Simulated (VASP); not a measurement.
Here is the system:

```
BeS
1.0
    0.00000     2.42220     2.42220
    2.42220     0.00000     2.42220
    2.42220     2.42220     0.00000
Be S
1 1
Direct
  0.00000   0.00000   0.00000
  0.25000   0.25000   0.25000
```

All values below come from MS2 meta-GGA, VASP's PBE PAW potentials (set 64) (plane waves; VASP 6.6.1). Run with 520 eV cut-off, 11×11×11 Γ-centred mesh, tetrahedra with Blöchl corrections, potentials Be S.

### Question
Predict the energy per atom (σ→0), band gap (over mesh and band path) with the smallest direct gap where there is one.

### Answer

- band gap (over mesh and band path) = 3.63 eV
- smallest direct gap (over mesh and band path) = 6.28 eV
- energy per atom (σ→0) = -8.060 eV/atom

The compound is BeS in the zinc blende structure. It was relaxed first.
